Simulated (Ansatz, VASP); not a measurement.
# One calculation of TaSb, two programs

Contents of INCAR:

```
  PREC = Accurate
  ENCUT = 600
  EDIFF = 1E-7
  ISMEAR = -1
  SIGMA = 0.15
  LREAL = False
  LASPH = True
  NELM = 100
  ALGO = Normal
  ISIF = 3
  LWAVE = False
  LCHARG = False
  GGA = PE
  IBRION = 2
  NSW = 80
  EDIFFG = -0.001
```

File KPOINTS:

```
regular mesh
0
Gamma
  14 14 8
```

POSCAR

```
TaSb
1.0
    2.9425994359      0.0000000000      0.0000000000
    0.0000000000      2.9425994359      0.0000000000
    0.0000000000      0.0000000000      5.6114997974
Ta Sb
1 1
Direct
    0.0000000000      0.0000000000      0.5000000000
    0.0000000000      0.0000000000      0.0000000000
```

Input for Ansatz:

```yaml
crystal:
  lattice:
    - [2.9425994359, 0.0, 0.0]
    - [0.0, 2.9425994359, 0.0]
    - [0.0, 0.0, 5.6114997974]
  atoms:
    - { symbol: Ta, position: [0.0, 0.0, 0.5] }
    - { symbol: Sb, position: [0.0, 0.0, 0.0] }
basis:
  ecutwfc: 420
kpoints:
  mp_grid: { grid: [14, 14, 8] }
hamiltonian:
  xc: pbe
scf:
  occupations: { method: fermi_dirac, width: 0.15 }
output:
  forces: true
  stress: true
  eigenvalues: true
relax:
  adjacent_minimum: "off"
  f_tol: 0.001
  max_steps: 60
  cell: { stress_tol: 0.01 }
```

Alike in both runs: task relaxation of cell and atoms; functional PBE; k mesh 14 × 14 × 8; occupations fermi-dirac, width 0.15 eV; no spin polarisation.

|  | VASP | Ansatz |
| --- | --- | --- |
| version | VASP 6.6.1 | Ansatz 0.2.0 |
| potentials or method | VASP PAW PBE potentials, release 64 (Ta_pv, Sb) | scalar-relativistic, plane waves, PAW |
| plane-wave cutoff (eV) | 600 | 420 |
| valence electrons in the cell | 16 | 28 |

|  | VASP | Ansatz | Ansatz less VASP |
| --- | --- | --- | --- |
| gap on the k mesh at the Fermi level, each at its own relaxed structure (eV) | none | none | - |
| relaxed volume (Å³/atom) | 24.30 | 24.29 | -0.010 |
| relaxed cell length with the largest relative difference (Å) | 5.642 | 5.640 | -0.0013 |

A gap of «none» marks a metal or a gap that the smearing closes. The two sets of potentials don't hold the same shells in valence.

Spin-orbit coupling is left out, which matters for the levels of Sb, Ta.
